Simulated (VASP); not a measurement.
Zn3P under changes of volume

One of the cells (16.022 Å³/atom); the others are scaled copies at fixed shape and fractional positions:

```
Zn P
1.0
     4.00185    0.00000    0.00000
     0.00000    4.00185    0.00000
     0.00000    0.00000    4.00185
Zn P
3 1
Direct
  0.50000 0.50000 0.00000
  0.50000 0.00000 0.50000
  0.00000 0.50000 0.50000
  0.00000 0.00000 0.00000
```

The cell comes from a database or a generator and needn't be the stable form of this composition.

```yaml
Program: VASP 6.6.1
Functional: PBE
Potentials_or_basis: VASP PAW PBE potentials, release 64 (Zn, P)
Cutoff: 520 eV
k_mesh: 7 × 7 × 7
Occupations: fermi-dirac, width 0.05 eV
Spin: no spin polarisation
```

```csv
volume (Å³/atom),energy over the lowest point (meV/atom),pressure (GPa)
14.766,?,?
15.080,3.51,2.7
15.394,0.00,0.9
16.022,2.60,-2.1
16.336,7.96,-3.3
16.650,15.61,-4.4
```

Q: What does the run at 14.766 Å³/atom give?

A: Energy over the lowest point 10.76 meV/atom; pressure 4.7 GPa.

Worked out: A Birch-Murnaghan fit of order 3 (a polynomial in V^(-2/3)) to the other rows has its minimum at 15.57 Å³/atom with B0 = V·E''(V) = 79 GPa and B' = 5.2. It gives 10.80 meV/atom at 14.766 Å³/atom, against the run's 10.76, and -dE/dV = 4.8 GPa, against 4.7.

Energies are extrapolated to zero smearing.
